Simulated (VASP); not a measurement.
Here is the system:

```
Tm
1.0
    3.58214     0.00000     0.00000
   -1.79107     3.10223     0.00000
    0.00000     0.00000     5.51702
Tm
2
Direct
  0.33333   0.66667   0.25000
  0.66667   0.33333   0.75000
```

The numbers are results of PBE GGA, VASP's PBE PAW potentials (set 64) (plane waves; VASP 6.6.1), not measurements. Run with 300 eV cut-off, 10×10×6 Γ-centred mesh, Gaussian smearing of 0.10 eV, potentials Tm.

The run has a spin-polarised start.

**Question.** Give the spin-up energies of bands 15 to 28 at the high-symmetry points, in eV from the Fermi level.

**Answer.** 
```json
[
 {"band": "15", "Γ": "-1.17", "M": "-1.23", "K": "-1.25", "A": "-1.20", "L": "-1.21", "H": "-1.20"},
 {"band": "16", "Γ": "-1.17", "M": "-1.22", "K": "-1.22", "A": "-1.20", "L": "-1.21", "H": "-1.20"},
 {"band": "17", "Γ": "-1.17", "M": "-1.20", "K": "-1.15", "A": "-1.20", "L": "-1.20", "H": "-1.19"},
 {"band": "18", "Γ": "-1.17", "M": "-1.18", "K": "-1.15", "A": "-1.20", "L": "-1.20", "H": "-1.19"},
 {"band": "19", "Γ": "-1.13", "M": "-1.13", "K": "-1.14", "A": "-1.09", "L": "-1.15", "H": "-1.17"},
 {"band": "20", "Γ": "-1.13", "M": "-1.12", "K": "-1.14", "A": "-1.09", "L": "-1.15", "H": "-1.17"},
 {"band": "21", "Γ": "-1.10", "M": "-1.11", "K": "-1.13", "A": "-1.07", "L": "-1.15", "H": "-1.16"},
 {"band": "22", "Γ": "-1.10", "M": "-1.07", "K": "-1.07", "A": "-1.07", "L": "-1.15", "H": "-1.16"},
 {"band": "23", "Γ": "-1.09", "M": "-1.07", "K": "-0.26", "A": "-1.07", "L": "-1.08", "H": "0.13"},
 {"band": "24", "Γ": "-1.09", "M": "-0.77", "K": "-0.26", "A": "-1.07", "L": "-1.08", "H": "0.13"},
 {"band": "25", "Γ": "1.47", "M": "-0.21", "K": "-0.11", "A": "1.91", "L": "0.84", "H": "0.18"},
 {"band": "26", "Γ": "2.77", "M": "0.35", "K": "-0.07", "A": "1.91", "L": "0.84", "H": "0.18"},
 {"band": "27", "Γ": "2.77", "M": "2.37", "K": "2.01", "A": "2.66", "L": "2.04", "H": "1.14"},
 {"band": "28", "Γ": "3.33", "M": "2.41", "K": "2.01", "A": "2.66", "L": "2.04", "H": "1.14"}
]
```

**Question.** Give the spin-down energies of bands 15 to 28 at the high-symmetry points, in eV from the Fermi level.

**Answer.** 
| band | Γ | M | K | A | L | H |
|---|---|---|---|---|---|---|
| 15 | -0.47 | -0.52 | -0.51 | -0.52 | -0.53 | -0.46 |
| 16 | -0.47 | -0.51 | -0.51 | -0.52 | -0.53 | -0.46 |
| 17 | -0.22 | -0.44 | -0.51 | -0.17 | -0.29 | -0.36 |
| 18 | -0.22 | -0.20 | -0.21 | -0.17 | -0.29 | -0.36 |
| 19 | -0.18 | -0.17 | -0.21 | -0.17 | -0.12 | 0.01 |
| 20 | -0.18 | -0.15 | -0.12 | -0.17 | -0.12 | 0.01 |
| 21 | -0.13 | -0.13 | -0.10 | -0.16 | -0.05 | 0.08 |
| 22 | -0.06 | -0.10 | 0.08 | -0.16 | -0.05 | 0.08 |
| 23 | -0.04 | 0.07 | 0.08 | 0.01 | 0.09 | 0.25 |
| 24 | 0.04 | 0.14 | 0.11 | 0.01 | 0.09 | 0.25 |
| 25 | 1.38 | 0.14 | 0.12 | 1.87 | 0.69 | 0.28 |
| 26 | 2.73 | 0.27 | 0.12 | 1.87 | 0.69 | 0.28 |
| 27 | 2.73 | 2.25 | 1.91 | 2.61 | 2.00 | 0.91 |
| 28 | 3.36 | 2.34 | 1.91 | 2.61 | 2.00 | 0.91 |

It has no gap at this level: it comes out as a metal or semimetal.

The structure comes from a computed database's Tm entry; how it stands against other phases isn't given here. The cell was not relaxed at this level.
